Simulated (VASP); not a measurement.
Input:

```
Ta
1.0
   -1.65493     1.65493     1.65493
    1.65493    -1.65493     1.65493
    1.65493     1.65493    -1.65493
Ta
1
Direct
  0.00000   0.00000   0.00000
```

Method: LDA (Ceperley-Alder, Perdew-Zunger), VASP's LDA PAW potentials (set 64) (plane waves; VASP). Run with 400 eV cut-off, 14×14×14 Γ-centred mesh, first-order Methfessel-Paxton smearing of 0.10 eV, potentials Ta_pv.

Energy and stress use the plane-wave basis of the starting cell.

Question: The ions, cell shape and volume are relaxed. What does this cell relax into?

Answer: 
```
Ta
1.0
   -1.62998     1.62998     1.62998
    1.62998    -1.62998     1.62998
    1.62998     1.62998    -1.62998
Ta
1
Direct
  0.00000   0.00000   0.00000
```
Space group Im-3m (229), at a tolerance of 0.03 Å.

Question: How do energy and volume change from the first to the last step?

Answer: The energy (σ→0) changes by -24.4 meV/atom and the volume by -4.5 %, in 4 ionic steps.

```csv
step,E(σ→0) (eV),max force (eV/Å),pressure (GPa),volume (Å³)
1,-12.8075,0.000,-9.30,18.13
2,-12.6763,0.000,30.09,15.51
3,-12.8318,0.000,-0.39,17.35
4,-12.8318,0.000,-0.06,17.32
```

The structure comes from a computed database's Ta entry (Im-3m); how it stands against other phases isn't given here. This run relaxes it. Symmetry was kept, so distortions that lower it aren't found.
